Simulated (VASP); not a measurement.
A hop in LiF (rock salt): Li into a Li vacancy, in a supercell of 63 atoms with charge -1. Nudged elastic band with 3 images between relaxed ends, without a climbing image, so the barrier is a lower bound. These are PBE GGA, VASP's PBE PAW potentials (set 64) (plane waves; VASP 6.6.1) values and carry that method's errors. Run with PREC = Normal, LREAL = Auto, ISYM = 0, NELECT = 256.0, 400 eV cut-off, 1×1×1 Γ-centred mesh, Gaussian smearing of 0.050 eV, potentials Li F.

The cell is charged, with a uniform compensating background. The supercell is sampled at Γ alone, which is coarse: total energies, pressure and levels can be off, energies of defects by several tenths of an eV.

First end (POSCAR):

```
Li31F32
1.0
     8.098544    0.000000    0.000000
     0.000000    8.098544    0.000000
     0.000000    0.000000    8.098544
Li F
31 32
Direct
     0.499428    0.999124    0.000256
     0.747915    0.250813    0.999673
     0.748804    0.998565    0.251996
     0.000961    0.000318    0.999676
     0.253239    0.252485    0.000695
     0.500809    0.500913    0.000474
     0.749128    0.748184    0.000201
     0.251765    0.999275    0.252837
     0.500712    0.256248    0.257599
     0.741591    0.498901    0.257857
     0.500096    0.000022    0.500305
     0.742187    0.257273    0.499961
     0.747735    0.999990    0.747675
     0.999991    0.499444    0.000302
     0.251425    0.746999    0.000341
     0.999800    0.251438    0.251488
     0.258743    0.499463    0.258747
     0.500093    0.742289    0.257709
     0.999697    0.000523    0.500177
     0.257985    0.258073    0.500000
     0.741773    0.740967    0.500026
     0.252779    0.000258    0.748285
     0.500422    0.258583    0.742481
     0.743246    0.499512    0.743017
     0.000303    0.746923    0.252724
     0.999693    0.500127    0.499732
     0.257958    0.742688    0.500537
     0.000927    0.252358    0.747705
     0.258108    0.500264    0.742193
     0.500528    0.741797    0.742381
     0.000133    0.748555    0.747779
     0.749904    0.249615    0.250257
     0.999978    0.499477    0.247548
     0.000318    0.247200    0.499897
     0.250578    0.249801    0.250564
     0.500278    0.499439    0.236040
     0.750000    0.749179    0.250395
     0.000133    0.999677    0.248787
     0.500034    0.235619    0.500177
     0.763961    0.499393    0.500289
     0.999516    0.752811    0.500201
     0.749928    0.250036    0.749907
     0.000048    0.499916    0.752980
     0.000209    0.248490    0.999950
     0.250214    0.749266    0.250813
     0.500133    0.999439    0.247604
     0.235557    0.500237    0.500471
     0.500077    0.764322    0.500168
     0.752635    0.000218    0.499984
     0.250767    0.250676    0.749870
     0.500338    0.500230    0.764889
     0.749960    0.749456    0.749678
     0.000218    0.000179    0.751305
     0.500319    0.246739    0.000155
     0.752915    0.499712    0.000220
     0.000297    0.751252    0.000201
     0.247284    0.999733    0.500395
     0.250473    0.749668    0.749932
     0.500048    0.999740    0.753166
     0.247448    0.499950    0.000549
     0.500157    0.752463    0.000775
     0.751631    0.999481    0.999933
     0.248845    0.999855    0.000188
```

Last end:

```
Li31F32
1.0
     8.098544    0.000000    0.000000
     0.000000    8.098544    0.000000
     0.000000    0.000000    8.098544
Li F
31 32
Direct
     0.499616    1.007098    0.008260
     0.742315    0.248742    1.007582
     0.742760    1.006391    0.249827
     0.000967    0.002300    1.001658
     0.259158    0.250429    0.008589
     0.500613    0.492976    0.008043
     0.749194    0.750068    0.002239
     0.257520    1.007088    0.250797
     0.500411    0.492118    0.492762
     0.741746    0.490744    0.249754
     0.499988    0.008183    0.492147
     0.742044    0.249297    0.491783
     0.747699    1.001967    0.749736
     1.000145    0.497478    0.002390
     0.251540    0.749041    0.002371
     0.999963    0.249357    0.249296
     0.258111    0.492044    0.251133
     0.500399    0.749552    0.250125
     0.999742    0.002464    0.498153
     0.257534    0.250188    0.492465
     0.747645    0.749186    0.498007
     0.252900    0.002233    0.750313
     0.500567    0.250844    0.750329
     0.749059    0.497462    0.750725
     0.000228    0.749180    0.250851
     0.999480    0.498094    0.497837
     0.252477    0.750214    0.498838
     0.000778    0.250304    0.749724
     0.252201    0.498100    0.750047
     0.500571    0.749537    0.750263
     0.000150    0.750560    0.749829
     0.764316    0.249183    0.249835
     0.999925    0.502227    0.250228
     0.000116    0.249976    0.502687
     0.235703    0.249591    0.250286
     0.500162    0.514005    0.250369
     0.753028    0.749693    0.250058
     0.000090    0.996818    0.250144
     0.500010    0.250056    0.514580
     0.749581    0.499106    0.499761
     0.999769    0.749858    0.501569
     0.753074    0.249767    0.750226
     0.000196    0.501245    0.750118
     0.000065    0.249849    0.997213
     0.247146    0.749453    0.250666
     0.500092    0.985091    0.250341
     0.250344    0.499671    0.500187
     0.500181    0.749734    0.503060
     0.749581    0.000136    0.499664
     0.247577    0.250303    0.750318
     0.500408    0.502834    0.750239
     0.751739    0.749651    0.749950
     0.000245   -0.001221    0.749904
     0.500404    0.249904   -0.013996
     0.749901    0.499504    0.000536
     0.000384    0.749795   -0.001179
     0.250385    1.000241    0.500085
     0.248816    0.749920    0.750129
     0.500114    0.997120    0.750318
     0.250541    0.499630    0.000717
     0.500201    0.749513   -0.002392
     0.750004    0.999690    1.000103
     0.250555    1.000061    0.000516
```

**Question.** Predict the energy profile and the barrier.

**Answer.** 
| image | path length (Å) | E − E(first end) (eV) |
|---|---|---|
| 0 | 0.00 | 0.000 |
| 1 | 0.76 | 0.286 |
| 2 | 1.52 | 0.668 |
| 3 | 2.28 | 0.292 |
| 4 | 3.04 | 0.000 |
The highest image is number 2 (counting the first end as 0), 1.52 Å along the path. The barrier is 0.67 eV forward and 0.67 eV back; the ends differ by 0.00 eV.

The cell is a supercell with a defect, built from LiF (rock salt): Li into a Li vacancy, charge -1. The run is not spin-polarised, so no state with unpaired spins was tried.
